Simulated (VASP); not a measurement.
A convergence study with VASP on AgCl (space group Fm-3m): one setting is varied, all else stays as given below, so the limit is that of these other settings.

```yaml
crystal:
  lattice:
    - [0.00000, 2.76112, 2.76112]
    - [2.76112, 0.00000, 2.76112]
    - [2.76112, 2.76112, 0.00000]
  atoms:
    - { symbol: Ag, position: [0.00000, 0.00000, 0.00000] }
    - { symbol: Cl, position: [0.50000, 0.50000, 0.50000] }
```

Computed with PBE GGA, VASP's PBE PAW potentials (set 64) (plane waves; VASP). The tightest run used: 300 eV cut-off, 12×12×12 Γ-centred mesh, Gaussian smearing of 0.010 eV, potentials Ag Cl.

Task: The settings run are 3×3×3 mesh; 4×4×4 mesh; 5×5×5 mesh; 7×7×7 mesh; 8×8×8 mesh; 10×10×10 mesh; 12×12×12 mesh. From which on does the mean ε∞ stay within 0.1  of the tightest run?

Result: From 7×7×7 mesh on: it is off by 0.02 there and by no more than 0.1 in any finer run, while 5×5×5 mesh is off by 0.13.
```tsv
setting	mean ε∞	irreducible k-points	difference judged ()
3×3×3 mesh	6.14	4	1.04
4×4×4 mesh	5.49	8	0.39
5×5×5 mesh	5.23	10	0.13
7×7×7 mesh	5.12	20	0.02
8×8×8 mesh	5.11	29	0.01
10×10×10 mesh	5.10	47	0.00
12×12×12 mesh	5.10	72	0.00
```

Left out are rungs that failed or repeat a setting and relaxations that didn't move; long series are thinned to 24 rows.

The structure is a typed AgCl crystal (space group no. 225). The cell was not relaxed at this level.
